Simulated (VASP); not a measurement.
Here is the system:

```
Bi
1.0
    4.00511    -2.21967    -0.01973
    4.00511     2.21967    -0.01973
    2.79293     0.00000     3.62875
Bi
2
Direct
  0.23724   0.23724   0.23724
  0.76276   0.76276   0.76276
```

Calculation: PBE GGA with D4 dispersion, VASP's PBE PAW potentials (set 64) (plane waves; VASP 6.6.1). Settings: 520 eV cut-off, 10×10×10 Γ-centred mesh, first-order Methfessel-Paxton smearing of 0.10 eV, potentials Bi_d.

Problem. The ions and cell shape at fixed volume are relaxed. Which structure does the run end with?

Solution. 
```
Bi
1.0
    3.96013    -2.23451    -0.04371
    3.96013     2.23451    -0.04371
    2.73984     0.00000     3.62917
Bi
2
Direct
  0.23998   0.23998   0.23998
  0.76002   0.76002   0.76002
```
Space group R-3m (166), at a tolerance of 0.03 Å.

Problem. How much energy does the relaxation gain?

Solution. The energy (σ→0) changes by -4.3 meV/atom, in 6 ionic steps.

The compound is Bi in the a7 structure. This cell is one point of a volume scan, at 0.94 of the reference volume. Symmetry was kept, so distortions that lower it aren't found.
